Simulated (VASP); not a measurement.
```yaml
crystal:
  lattice:
    - [-1.46370, 1.46370, 1.46370]
    - [1.46370, -1.46370, 1.46370]
    - [1.46370, 1.46370, -1.46370]
  atoms:
    - { symbol: Fe, position: [0.00000, 0.00000, 0.00000], spin: 2.5 }
```

Computed with PBE GGA, VASP's PBE PAW potentials (set 64) (plane waves; VASP). Settings: 400 eV cut-off, 13×13×13 Γ-centred mesh, first-order Methfessel-Paxton smearing of 0.10 eV, potentials Fe.

Q: Give the stress tensor in GPa (positive for a compressed cell).

A: 
```
-12.83    0.00    0.00
  0.00  -12.83    0.00
  0.00    0.00  -12.83
```
The pressure is its mean diagonal, -12.83 GPa.

The compound is Fe in the bcc structure. The cell was not relaxed at this level.
